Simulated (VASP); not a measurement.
Given:

```xyz
8
Lattice="0.0000 2.2376 2.2376 2.2376 0.0000 2.2376 8.9573 8.9573 -0.0070" Properties=species:S:1:pos:R:3 pbc="T T T"
Sc     2.2607     2.2607     4.4521
Sc     2.2393     2.2393    -0.0018
Sc     4.4556     4.4556     0.0196
N      2.2341     2.2341     2.2411
N      4.4821     4.4821     2.2306
N      6.7377     6.7377     2.2127
N      8.9359     8.9359     2.2520
Hf     6.7180     6.7180    -0.0053
```

The numbers are results of PBEsol GGA, VASP's PBE PAW potentials (set 64) (plane waves; VASP), not measurements. Run with 520 eV cut-off, Gaussian smearing of 0.050 eV, potentials Sc_sv N Hf_pv.

Q: Give the energies of bands 23 to 36 at the high-symmetry points, in eV from the Fermi level.

A: 
| band | Γ | T | H2 | L | S0 | F |
|---|---|---|---|---|---|---|
| 23 | -4.65 | -4.83 | -4.76 | -4.77 | -4.76 | -4.96 |
| 24 | -4.43 | -3.63 | -4.44 | -4.77 | -4.45 | -4.80 |
| 25 | -3.19 | -3.63 | -4.42 | -4.23 | -4.41 | -4.39 |
| 26 | -3.19 | -2.76 | -4.26 | -3.86 | -4.27 | -3.87 |
| 27 | -3.14 | -2.56 | -4.03 | -3.71 | -4.04 | -3.73 |
| 28 | -3.14 | -2.26 | -4.03 | -3.33 | -4.03 | -3.42 |
| 29 | -1.54 | -2.26 | -3.73 | -3.27 | -3.73 | -3.29 |
| 30 | -1.47 | -2.04 | -3.38 | -2.84 | -3.38 | -2.38 |
| 31 | -1.47 | -2.04 | -3.32 | -2.46 | -3.32 | -2.26 |
| 32 | 0.98 | 1.19 | 1.73 | -0.77 | 1.73 | -1.75 |
| 33 | 0.98 | 1.19 | 1.90 | -0.54 | 2.01 | 0.88 |
| 34 | 1.06 | 1.34 | 2.24 | 2.62 | 2.11 | 1.07 |
| 35 | 1.98 | 1.45 | 2.51 | 2.85 | 2.50 | 3.82 |
| 36 | 2.13 | 1.65 | 2.81 | 3.91 | 2.74 | 3.85 |

It has no gap at this level: it comes out as a metal or semimetal.

The structure was generated: HfSc3N4 was put into an ordered model structure (R-3m), which need not be its known phase. It was relaxed first. The electron count is odd and the run is not spin-polarised, which forces a metal.
